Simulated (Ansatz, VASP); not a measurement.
# Cross-check of Ta (linear Ta chain) between VASP and Ansatz

Aim: how closely do two programs agree when they are given the same cell, functional and k mesh? The cell is taken from a series of runs on this material, whose earlier steps may have relaxed, scaled, displaced or heated it; both programs get it as it stands.

Method: plane waves, with VASP 6.6.1 beside it; single point at RPBE, in Ansatz 0.2.0.

### 1. Set-up

The cell holds 1 atom: 1 Ta. Its edges and angles: a = 7.500 Å, b = 7.500 Å, c = 2.443 Å, α = 90.0°, β = 90.0°, γ = 90.0°. Vacuum lies along a and b. The structure's axis is c.

### 2. Ansatz: single point, RPBE, pair 1

Ansatz runs on its default PAW (the set named soft_2) files.

With cell and atoms fixed, the geometry can't cause a difference; cores, projectors, grids and the points listed under the comparison can.

Input file input.yaml:

```yaml
crystal:
  lattice:
    - [7.5, 0.0, 0.0]
    - [0.0, 7.5, 0.0]
    - [0.0, 0.0, 2.4433613766]
  atoms:
    - { symbol: Ta, position: [0.5, 0.5, 0.0], spin: 0.51 }
magnetization:
  spin_polarized: true
kpoints:
  mp_grid: { grid: [1, 1, 33] }
scf:
  occupations: { method: fermi_dirac, width: 0.05 }
hamiltonian:
  xc: rpbe
output:
  transmission:
    e_range: [-2, 2]
    de: 0.035
    kmesh: [1, 1]
    reduced_basis: true
    leads: [[0, 0]]
  stress: true
```

Launch:

```console
$ ansatz run input.yaml --threads 4 --pin off --max-ram 8192MiB --backend cpu --events-out ev --progress --plain --runs-dir out
```

Numbers of over 12 decimals in the logs are rounded to 6 here.

Output:

```text
Engine: ansatz 0.2.0, x86_64-unknown-linux-gnu
Pseudopotentials: kind: paw
Pseudopotential: Ta, paw, valence charge 13, recommended cutoff 420 eV (normal), Ta.paw.azcp
Functional definition: RPBE
  parameter kappa = 0.804
  parameter beta = 0.066725
  exchange = rpbe_x(kappa = kappa, mu = beta*pi^2/3)
  correlation = pbe_c(beta = beta)
Crystal: 1 atoms, lattice volume = 137.439 Å³
Basis set: ecut = 420 eV, 2665 PW (Γ)
Bands: 11, of which v1, the nominal top of the filled ones, is band 7 counted from 1 (6 counted from 0)
Symmetry: 16 space group operations
Space group: P4/mmm (ITA 123), of the structure as read, at distance tolerance 5.2e-5 Å
Magnetic group: BNS 123.339 (UNI 999), of the structure as read, at distance tolerance 5.2e-5 Å
k-points: 17 of 33
Non-local potential: Ta, projectors of the file, l = 0: 3, l = 1: 2, l = 2: 2, l = 3: 1
PAW form: soft (Blöchl's): semilocal exchange-correlation on the pseudo side does not see the compensation charge
PAW frozen core: Ta, regenerated for the run's functional, and the local potential with it (the file was generated under x = pbe(κ = 0.804, μ = 0.219515), c = pbe(β = 0.066725))
PAW one-centre angular grid: Ta, 590 points (default); XC on 64 Gauss nodes
Initial density: superposition of atomic densities (neutral atoms: chi_scale 0, normalization atom)
Starting moments: Σ|m| = 0.51 μB on 1 of 1 site
Initial wavefunctions: pseudopotential atomic-orbital guess
Functional: x = rpbe, c = pbe(β = 0.066725)
SCF iter   1: F=—  HF=-9939.662202 eV  |F-HF|=—  |Δ(HF+E_count)|=         —  Δρ=1.68e-2 (↑1.23e-2 ↓1.68e-2)  dr2=1.76e0  dr2_m=8.01e-3  M=0.541 μB ∫|m|=0.541 μB  β_m=0.30  ethr=3.10e-3  ⟨swp⟩=6.1  Hψ=2391  notcnv=0
Mixer restart at iter 1: flushing history
preconditioner: auto → LDOS  [metal: Δε(μ)=0.022 eV  Ē_g=4.108 eV  σ=0.050 eV  W_gap=0.11  n_scr=12 (ndim 8)  ℏωp=7.1 eV  f_vac=0.575  D(μ)=3.49/eV (n_scr^D=20)]
spin=Collinear: LDOS preconditioning applied to the charge; magnetization (m = ρ↑ − ρ↓) channel mixes plain (no charge-response kernel on spin).
SCF iter   2: F=—  HF=-9939.749293 eV  |F-HF|=—  |Δ(HF+E_count)|=   8.71e-2  Δρ=9.92e-3 (↑6.66e-3 ↓9.92e-3)  dr2=5.90e-1  dr2_m=5.00e-3  M=0.568 μB ∫|m|=0.568 μB  β_m=0.50  ethr=3.10e-3  ⟨swp⟩=3.0  Hψ=909  notcnv=0  defer=5
SCF iter   3: F=—  HF=-9939.909176 eV  |F-HF|=—  |Δ(HF+E_count)|=   1.60e-1  Δρ=2.59e-3 (↑2.29e-3 ↓2.59e-3)  dr2=1.25e-2  dr2_m=4.18e-3  M=0.743 μB ∫|m|=0.743 μB  β_m=0.75  ethr=3.10e-3  ⟨swp⟩=2.7  Hψ=673  notcnv=0  defer=5
SCF iter   4: F=—  HF=-9939.944026 eV  |F-HF|=—  |Δ(HF+E_count)|=   3.49e-2  Δρ=1.61e-3 (↑1.61e-3 ↓1.61e-3)  dr2=1.34e-3  dr2_m=2.92e-3  M=0.914 μB ∫|m|=0.914 μB  β_m=0.87  ethr=9.63e-5  ⟨swp⟩=2.8  Hψ=836  notcnv=0  defer=5
SCF iter   5: F=—  HF=-9939.951938 eV  |F-HF|=—  |Δ(HF+E_count)|=   7.91e-3  Δρ=8.13e-4 (↑8.13e-4 ↓7.02e-4)  dr2=4.85e-4  dr2_m=6.42e-4  M=1.060 μB ∫|m|=1.060 μB  β_m=0.94  ethr=1.03e-5  ⟨swp⟩=2.3  Hψ=735  notcnv=0  defer=5
SCF iter   6: F=—  HF=-9939.953799 eV  |F-HF|=—  |Δ(HF+E_count)|=   1.86e-3  Δρ=3.39e-4 (↑3.39e-4 ↓3.03e-4)  dr2=2.47e-5  dr2_m=1.20e-4  M=1.119 μB ∫|m|=1.119 μB  β_m=0.97  ethr=3.73e-6  ⟨swp⟩=2.4  Hψ=769  notcnv=0  defer=5
SCF iter   7: F=—  HF=-9939.954232 eV  |F-HF|=—  |Δ(HF+E_count)|=   4.34e-4  Δρ=1.59e-4 (↑8.11e-5 ↓1.59e-4)  dr2=2.63e-5  dr2_m=1.22e-5  M=1.155 μB ∫|m|=1.155 μB  β_m=0.98  ethr=1.90e-7  ⟨swp⟩=2.9  Hψ=797  notcnv=0  defer=5
SCF iter   8: F=—  HF=-9939.954250 eV  |F-HF|=—  |Δ(HF+E_count)|=   1.78e-5  Δρ=4.95e-5 (↑4.68e-5 ↓4.95e-5)  dr2=5.47e-7  dr2_m=2.59e-6  M=1.157 μB ∫|m|=1.158 μB  β_m=0.97  ethr=1.90e-7  ⟨swp⟩=2.0  Hψ=624  notcnv=0  defer=5
SCF iter   9: F=—  HF=-9939.954257 eV  |F-HF|=—  |Δ(HF+E_count)|=   6.63e-6  Δρ=1.05e-5 (↑1.05e-5 ↓8.97e-6)  dr2=6.47e-8  dr2_m=1.00e-7  M=1.162 μB ∫|m|=1.163 μB  β_m=0.98  ethr=4.21e-9  ⟨swp⟩=2.7  Hψ=677  notcnv=0  defer=5
SCF iter  10: F=—  HF=-9939.954257 eV  |F-HF|=—  |Δ(HF+E_count)|=   3.31e-7  Δρ=5.07e-6 (↑5.07e-6 ↓4.76e-6)  dr2=5.26e-9  dr2_m=2.87e-8  M=1.162 μB ∫|m|=1.163 μB  β_m=0.99  ethr=4.98e-10  ⟨swp⟩=2.9  Hψ=688  notcnv=0  defer=5
SCF iter  11: F=—  HF=-9939.954257 eV  |F-HF|=—  |Δ(HF+E_count)|=   2.66e-8  Δρ=1.02e-6 (↑1.01e-6 ↓1.02e-6)  dr2=5.62e-10  dr2_m=1.16e-9  M=1.163 μB ∫|m|=1.163 μB  β_m=1.00  ethr=4.04e-11  ⟨swp⟩=2.5  Hψ=660  notcnv=0  defer=5
SCF iter  12: F=-9939.954257 eV  HF=-9939.954257 eV  |F-HF|=4.18e-11  |Δ(HF+E_count)|=   1.69e-9  Δρ=2.29e-7 (↑1.98e-7 ↓2.29e-7)  dr2=2.72e-11  dr2_m=4.79e-11  M=1.163 μB ∫|m|=1.163 μB  ethr=4.33e-12  ⟨swp⟩=2.1  Hψ=1302  notcnv=0
SCF 1 converged in 12 iterations: F = -9939.954257 eV  dr2 = 2.72e-11
  greatest PAW one-centre occupation: 0.999 electrons in one spin orbital (limit 2), on the Ta atom at site 0 (counted from 0), in its partial waves of l = 0
the search or the solves at the SCF's close seem to have found levels that the self-consistency loop had missed (the run counts 3). By its estimate they hold under 1e-12 electrons; where the run keeps them, the occupations were computed again with them
transmission: 8 of 48 steps passed
transmission: 12 of 48 steps passed
[...]
transmission: 48 of 48 steps passed
SCF converged after 12 iterations
Magnetization: 1.1628 μB (7.0814 up, 5.9186 down)
Absolute magnetization: 1.1632 μB (∫|ρ↑−ρ↓|, with the PAW one-centre terms)
Spin contamination: 0.0043 ħ² per cell (⟨S²⟩ above its minimum at these occupations)
Per-site moments (μB) at R_I (Å): [(0.505370, 1.007887)]
Free energy (F): -9939.954257 eV
Harris-Foulkes:  -9939.954257 eV  (|F-HF|=4.18e-11)
Internal energy: -9939.937774 eV  (E = F + TS)
E sigma→0 (E₀):  -9939.946016 eV
Entropy (-TS):   -0.016483 eV (-16.483 meV/atom)
Fermi energy:    -0.709211 eV
--- Per-component energies (eV) ---
  E_band       = -360.600771
  E_kinetic    = 363.253689
  E_local      = -2353.847906  (includes V_loc(G=0)·N_el)
  E_nonlocal   = 16.152882
  E_hartree    = 961.908534
  E_xc         = -214.828594
  E_vxc        = -198.340243  (∫ρ·V_xc dr)
  E_paw        = -8408.838311  (= ΣΔE_a)
  E_vpaw       = -111.636451  (= ΣTr[D̂ρ^β])
  E_aug_tail   = 0.000158  (compensation charges beyond the density's cutoff)
  E_ewald      = -303.710400
  E_core_change = -0.027827  (= ΣΔE_core)
  E_smearing   = -0.016483  (= −TS)
  E_closure    = -0.000000  (closes the sum)
  Σ components = -9939.954257   (vs F -9939.954257, Δ=0.00e0)
--- Stress (GPa, compression-positive) ---
       -0.281273       0.000000       0.000000
        0.000000      -0.281273       0.000000
        0.000000       0.000000      -0.049889
  P = ⅓ Tr σ = -0.2041 GPa (-2.041 kbar)
--- Band table (eV; the first three rows and the last of 34) ---
  k-point 0 ↑: bands = [... 3 lower, -33.7390, -5.2423, -2.7339, -1.4504, -1.3981, 0.5750, 0.5750, 2.6478]
  k-point 1 ↑: bands = [... 3 lower, -33.7690, -5.1725, -2.7005, -1.4349, -1.3829, 0.5621, 0.5621, 2.6700]
  k-point 2 ↑: bands = [... 3 lower, -33.8573, -4.9681, -2.5980, -1.3888, -1.3376, 0.5185, 0.5185, 2.7366]
  k-point 16 ↓: bands = [... 3 lower, -34.9588, -2.7268, -2.7268, 1.7896, 1.8117, 1.8193, 3.9260, 7.7260]
--- Transmission ---
  basis      : 497 plane waves across, 4 finite elements along
  points     : 1, standing for a mesh of 1 x 1
  filling    : by the input's occupations and mesh, since the crystals that have channels conduct as metals do. If one of these is a semiconductor, that mesh has misplaced its level
  energies   : 115 from -2.000000 to 1.990000 eV about the Fermi level, 0.035000 eV apart; the leads are filled to 0.000000 eV, and channels, transmission and decay are at -0.005000 eV
  crystal 0  : Ta1, at the sites [0, 0], period 2.4434 Å: whole cells are its period
    offset         : up to 0.0000 Å between an atom of the period and one for which it stands
    filled         : 35.1 meV over the level at which it is neutral
    channels       : 6.000000e0 up, 4.000000e0 down
    conductance    : 6.8877e14 S/m² at 300 K; may be off by some 0.0 % by where its bands' edges are placed, 0.0 % from the distance to neutral
```

Reading the cycles: dr2 is the Hartree energy of the density residual (eV), the measure of convergence; HF is the Harris–Foulkes estimate of the energy, which meets the free energy F at convergence.

### 3. VASP: single point, RPBE, pair 1

The same cell, functional, mesh and smearing now go to VASP, with its own data sets.

Lines of VASP's logs that name or quote its potential files are left out, and so is its time.

Input file INCAR:

```
SYSTEM = Ta
PREC = Accurate
ENCUT = 500
EDIFF = 1E-06
NELM = 200
ISMEAR = -1
SIGMA = 0.05
LREAL = .FALSE.
ALGO = Normal
GGA = RP
NBANDS = 13
ISPIN = 2
MAGMOM = 0.51
LASPH = .TRUE.
LMAXMIX = 4
LORBIT = 11
LWAVE = .FALSE.
LCHARG = .FALSE.
ISIF = 2
GGA_COMPAT = .FALSE.
```

Input file POSCAR:

```
Ta
1.0
    7.5000000000      0.0000000000      0.0000000000
    0.0000000000      7.5000000000      0.0000000000
    0.0000000000      0.0000000000      2.4433613766
Ta
1
Direct
    0.5000000000      0.5000000000      0.0000000000
```

Input file KPOINTS:

```
Automatic mesh
0
Gamma
1 1 33
0 0 0
```

PAW data sets: Ta_pv (PBE family, release 64).

Launch:

```console
$ mpirun -np 1 vasp_std
```

Output:

```text
[banner, memory and clock lines left out]
running    1 mpi-ranks, on    1 nodes
 distrk:  each k-point on    1 cores,    1 groups
 distr:  one band on    1 cores,    1 groups

 POSCAR found type information on POSCAR Ta
 POSCAR found :  1 types and       1 ions
|                                                                             |
|               ----> ADVICE to this user running VASP <----                  |
|                                                                             |
|     You enforced a specific xc type in the INCAR file but a different       |
|     [... a line on the potential file left out ...]
|     I HOPE YOU KNOW WHAT YOU ARE DOING!                                     |
|                                                                             |

 LDA part: xc-table for (Slater+PW92), standard interpolation
 POSCAR, INCAR and KPOINTS ok, starting setup
 FFT: planning ... GRIDC
 FFT: planning ... GRID_SOFT
 FFT: planning ... GRID
 WAVECAR not read
 entering main loop
       N       E                     dE             d eps       ncg     rms          rms(c)
DAV:   1     0.285089226421E+02    0.28509E+02   -0.54634E+03  1156   0.565E+02
DAV:   2    -0.454172074365E+01   -0.33051E+02   -0.29161E+02  1165   0.112E+02
DAV:   3    -0.695709684568E+01   -0.24154E+01   -0.22692E+01  1193   0.232E+01
DAV:   4    -0.699344099489E+01   -0.36344E-01   -0.36090E-01   977   0.294E+00
DAV:   5    -0.699418275792E+01   -0.74176E-03   -0.74142E-03  1074   0.396E-01    0.813E+00
DAV:   6    -0.654861756674E+01    0.44557E+00   -0.30188E-01   884   0.366E+00    0.454E+00
DAV:   7    -0.643365657457E+01    0.11496E+00   -0.27942E-01   940   0.326E+00    0.151E+00
DAV:   8    -0.645051755513E+01   -0.16861E-01   -0.18978E-02   889   0.910E-01    0.915E-01
DAV:   9    -0.645731933097E+01   -0.68018E-02   -0.31554E-03   884   0.354E-01    0.425E-01
DAV:  10    -0.646995365211E+01   -0.12634E-01   -0.87428E-03   889   0.418E-01    0.140E-01
DAV:  11    -0.647312085854E+01   -0.31672E-02   -0.26192E-03   884   0.281E-01    0.954E-02
DAV:  12    -0.647406255661E+01   -0.94170E-03   -0.68978E-04   929   0.150E-01    0.633E-02
DAV:  13    -0.647387905654E+01    0.18350E-03   -0.12357E-03   884   0.167E-01    0.262E-02
DAV:  14    -0.647389782521E+01   -0.18769E-04   -0.64209E-04   884   0.128E-01    0.151E-02
DAV:  15    -0.647388504905E+01    0.12776E-04   -0.44689E-04   884   0.128E-01    0.633E-03
DAV:  16    -0.647385084210E+01    0.34207E-04   -0.35833E-04   884   0.114E-01    0.258E-03
DAV:  17    -0.647387184527E+01   -0.21003E-04   -0.34824E-04   884   0.107E-01    0.165E-03
DAV:  18    -0.647389639909E+01   -0.24554E-04   -0.56401E-04   884   0.136E-01    0.118E-03
DAV:  19    -0.647382207264E+01    0.74326E-04   -0.32814E-04   884   0.102E-01    0.442E-04
DAV:  20    -0.647381189692E+01    0.10176E-04   -0.46983E-05   884   0.374E-02    0.208E-04
DAV:  21    -0.647381043903E+01    0.14579E-05   -0.55001E-06   924   0.140E-02    0.142E-04
DAV:  22    -0.647381024922E+01    0.18981E-06   -0.62345E-07   838   0.531E-03
   1 F= -.64738102E+01 E0= -.64657177E+01  d E =-.161850E-01  mag=     1.1657
```

Parts of OUTCAR (step 3):

```text
ion  position               nearest neighbor table
   1  0.500  0.500  0.000-

  LATTYP: Found a simple tetragonal cell.
 ALAT       =     7.5000000000
 C/A-ratio  =     0.3257815169

 Subroutine GETGRP returns: Found 16 space group operations
 (whereof 16 operations were pure point group operations)

The static configuration has the point symmetry D_4h.

 Found     17 irreducible k-points:

   k-points           NKPTS =     17   k-points in BZ     NKDIM =     17   number of bands    NBANDS=     13

   dimension x,y,z NGX =    56 NGY =   56 NGZ =   18
   dimension x,y,z NGXF=   112 NGYF=  112 NGZF=   36

   ENCUT  =  500.0 eV  36.75 Ry    6.06 a.u.  13.67 13.67  4.45*2*pi/ulx,y,z

   NELECT =      11.0000    total number of electrons

 k-points in reciprocal lattice and weights: Automatic mesh
   0.00000000  0.00000000  0.00000000       0.030
   0.00000000  0.00000000  0.03030303       0.061
   0.00000000  0.00000000  0.06060606       0.061
   0.00000000  0.00000000  0.09090909       0.061
   0.00000000  0.00000000  0.12121212       0.061
   0.00000000  0.00000000  0.15151515       0.061
   0.00000000  0.00000000  0.18181818       0.061
   0.00000000  0.00000000  0.21212121       0.061
   0.00000000  0.00000000  0.24242424       0.061
[...]
0.00000000  0.00000000  0.45454545       0.061
   0.00000000  0.00000000  0.48484848       0.061

 average (electrostatic) potential at core
       1 -45.5425

 E-fermi :  -2.4400

 spin component 1
 k-point     1 :       0.0000    0.0000    0.0000
  band No.  band energies     occupation
    ...
      3     -35.5111      1.00000
      4      -6.9783      1.00000
      5      -4.4612      1.00000
      6      -3.1848      1.00000
      7      -3.1331      1.00000
      8      -1.1507      0.00000
      9      -1.1507      0.00000
     10       0.9173      0.00000
     11       2.4207      0.00000
     12       3.0079      0.00000
    ...

 k-point     2 :       0.0000    0.0000    0.0303
  band No.  band energies     occupation
    ...
      3     -35.5409      1.00000
      4      -6.9086      1.00000
      5      -4.4279      1.00000
      6      -3.1694      1.00000
      7      -3.1180      1.00000
      8      -1.1634      0.00000
      9      -1.1634      0.00000
     10       0.9395      0.00000
     11       2.4413      0.00000
     12       2.9001      0.00000
    ...

 k-point     3 :       0.0000    0.0000    0.0606
  band No.  band energies     occupation
    ...
      3     -35.6288      1.00000
      4      -6.7042      1.00000
      5      -4.3255      1.00000
      6      -3.1233      1.00000
      7      -3.0727      1.00000
      8      -1.2067      0.00000
      9      -1.2067      0.00000
     10       1.0061      0.00000
     11       2.5030      0.00000
     12       2.6578      0.00000
    ...

 k-point     4 :       0.0000    0.0000    0.0909
  band No.  band energies     occupation
    ...
      3     -35.7697      1.00000
      4      -6.3801      1.00000
      5      -4.1460      1.00000
      6      -3.0474      0.99999
      7      -2.9981      0.99999
      8      -1.2951      0.00000
      9      -1.2951      0.00000
     10       1.1170      0.00000
     11       2.3832      0.00000
     12       2.3832      0.00000
    ...

 k-point     5 :       0.0000    0.0000    0.1212
  band No.  band energies     occupation
    ...
      3     -35.9562      1.00000
      4      -5.9632      1.00000
      5      -3.8739      1.00000
      6      -2.9428      0.99996
      7      -2.8953      0.99989
      8      -1.4485      0.00000
      9      -1.4485      0.00000
     10       1.2720      0.00000
     11       2.1461      0.00000
     12       2.1461      0.00000
    ...

 k-point     6 :       0.0000    0.0000    0.1515
  band No.  band energies     occupation
    ...
      3     -36.1789      1.00000
      4      -5.4924      1.00000
      5      -3.4859      1.00000
      6      -2.8113      0.99941
      7      -2.7661      0.99853
      8      -1.6824      0.00000
      9      -1.6824      0.00000
     10       1.4710      0.00000
     11       1.9965      0.00000
     12       1.9965      0.00000
    ...

  Total       -0.2486770     -0.2486770      0.0320902      0.0000000      0.0000000      0.0000000
  in kB       -2.8989187     -2.8989187      0.3740867      0.0000000      0.0000000      0.0000000
  external PRESSURE =      -1.8079169 kB  Pullay stress =       0.0000000 kB

  energy-cutoff  :      500.00
  volume of cell :      137.44
      direct lattice vectors                 reciprocal lattice vectors
     7.500000000  0.000000000  0.000000000     0.133333333  0.000000000  0.000000000
     0.000000000  7.500000000  0.000000000     0.000000000  0.133333333  0.000000000
     0.000000000  0.000000000  2.443361377     0.000000000  0.000000000  0.409272247

 POSITION                                       TOTAL-FORCE (eV/Angst)
 -----------------------------------------------------------------------------------
      3.75000      3.75000      0.00000         0.000000      0.000000      0.000000
 -----------------------------------------------------------------------------------
    total drift:                                0.000000      0.000000      0.000000

  FREE ENERGIE OF THE ION-ELECTRON SYSTEM (eV)
  ---------------------------------------------------
  free  energy   TOTEN  =        -6.4738102492 eV

  energy  without entropy=       -6.4576252289  energy(sigma->0) =       -6.46571774

 total charge
# of ion       s       p       d       tot
------------------------------------------
    1        0.422   5.987   2.523   8.931

 magnetization (x)
# of ion       s       p       d       tot
------------------------------------------
    1        0.029   0.010   0.654   0.693

[... 6 further parts left out ...]
```

### 4. Differences

Known differences besides the potentials themselves: VASP starts from the moments at which Ansatz ended; the data sets hold 13 valence electrons in Ansatz (on its default PAW (the set named soft_2) files) and 11 in VASP; the cutoff is 420 eV in Ansatz and 500 eV in VASP; Ansatz makes its cores anew for this functional, VASP keeps those of its PBE data sets; site moments are counted in spheres of each program's own size. Total energies have different zeros and are not compared.

Compared:

| quantity | Ansatz | VASP | difference |
| --- | --- | --- | --- |
| pressure (GPa) | -0.20 | -0.18 | -0.02 |
| total moment (μB) | 1.16 | 1.17 | 0.00 |
| moment on Ta1 (μB) | 0.51 | 0.69 | -0.19 |

### 5. Ansatz: single point, RPBE, pair 2

With cell and atoms fixed, the geometry can't cause a difference; cores, projectors, grids and the points listed under the comparison can. The cell compared in this pair holds 155.31 Å³, against 137.44 Å³ for the pair before.

The cell is taken from a series of runs on this material, whose earlier steps may have relaxed, scaled, displaced or heated it; both programs get it as it stands.

Edit input.yaml of step 2 so:

```diff
@@ -4,3 +4,3 @@
     - [0.0, 7.5, 0.0]
-    - [0.0, 0.0, 2.4433613766]
+    - [0.0, 0.0, 2.7609983555]
   atoms:
@@ -10,3 +10,3 @@
 kpoints:
-  mp_grid: { grid: [1, 1, 33] }
+  mp_grid: { grid: [1, 1, 29] }
 scf:
```

Launch:

```console
$ ansatz run input.yaml --threads 4 --pin off --max-ram 8192MiB --backend cpu --events-out ev --progress --plain --runs-dir out
```

Output:

```text
[...]
Crystal: 1 atoms, lattice volume = 155.306 Å³
Basis set: ecut = 420 eV, 3089 PW (Γ)
Bands: 11, of which v1, the nominal top of the filled ones, is band 7 counted from 1 (6 counted from 0)
Symmetry: 16 space group operations
[...]
k-points: 15 of 29
[...]
Starting moments: Σ|m| = 0.51 μB on 1 of 1 site
[...]
--- Transmission ---
  basis      : 497 plane waves across, 4 finite elements along
  points     : 1, standing for a mesh of 1 x 1
[...]
crystal 0  : Ta1, at the sites [0, 0], period 2.7610 Å: whole cells are its period
[...]
filled         : 3.7 meV under the level at which it is neutral
    channels       : 6.000000e0 up, 4.000000e0 down
[...]
[key lines of the parts left out:]
SCF converged after 10 iterations
Magnetization: 1.6149 μB (7.3075 up, 5.6925 down)
Free energy (F): -9939.538201 eV
Fermi energy:    -1.109905 eV
P = ⅓ Tr σ = -2.0910 GPa (-20.910 kbar)
```

For the moment of the cell, from the last line of the log, step 4 gave 1.16; this run, with another cell and other k-mesh, gives 1.61 (+39 %).

(Part 1 of 2 ends here.)

[Lines on the potential files, build, host, timing and source positions are cut from VASP's logs without a mark.]

[Logs are printed without paths, hosts, clocks, repeated set-up lines and the standing remarks that a program may print on its own settings, such as how far it seeks lower states.]

[Hosts, paths, dates, database ids (printed as entryN), source tags and the programs' standing remarks are cut or masked in the printed files.]
